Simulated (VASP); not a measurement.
VASP input:

INCAR:
```
ISIF=2   # forces and stress, cell fixed
ISMEAR=-5   # tetrahedra, Bloechl
LASPH=.TRUE.
GGA=RP
LREAL=.FALSE.   # projection in real space or not
EDIFF=1E-7   # SCF stop (eV)
ENCUT=520
PREC=Accurate
LORBIT=11   # lm-projected
LCHARG=.TRUE.
ALGO=Normal
LMAXMIX=4
LWAVE=.FALSE.
SYSTEM=CdO
NELM=100   # most electronic steps
NEDOS=601
```

**KPOINTS**
```
Automatic mesh
0
Gamma
15 15 15
0 0 0
```

File POSCAR:
```
CdO
1.0
  0.0000000000   2.4195119210   2.4195119210
  2.4195119210   0.0000000000   2.4195119210
  2.4195119210   2.4195119210   0.0000000000
Cd O
1 1
direct
  1.0000000000   1.0000000000   0.0000000000
  0.5000000000   0.5000000000   0.5000000000
```

POTCAR, in this order: Cd O (PBE.64 set). Program: vasp_std.

Question: Translate this RPBE calculation to Quantum ESPRESSO's pw.x.

Answer: One equivalent input (not run):
```
&CONTROL
  calculation = 'scf'
  pseudo_dir = './pseudo'
  outdir = './out'
  tprnfor = .true.
  tstress = .true.
/
&SYSTEM
  ibrav = 0
  nat = 2
  ntyp = 2
  ecutwfc = 102
  occupations = 'tetrahedra'
  input_dft = 'rpbe'
/
&ELECTRONS
  conv_thr = 7.3e-09
  electron_maxstep = 100
/
ATOMIC_SPECIES
  Cd 112.414 Cd.upf
  O 15.999 O.upf
CELL_PARAMETERS angstrom
     0.0000000    2.4195119    2.4195119
     2.4195119   -0.0000000    2.4195119
     2.4195119    2.4195119    0.0000000
ATOMIC_POSITIONS crystal
  Cd   1.0000000  1.0000000  0.0000000
  O    0.5000000  0.5000000  0.5000000
K_POINTS automatic
  15 15 15 0 0 0
```
Limits of the translation: the potentials are each code's own (VASP's PAW set, PseudoDojo norm-conserving files in pw.x), so ENCUT and ecutwfc are chosen apart and not converted; conv_thr bounds pw.x's estimated SCF error, while EDIFF bounds the energy change between steps.

The compound is CdO in the rock salt structure. It was relaxed first, which changed the volume by +9 %.
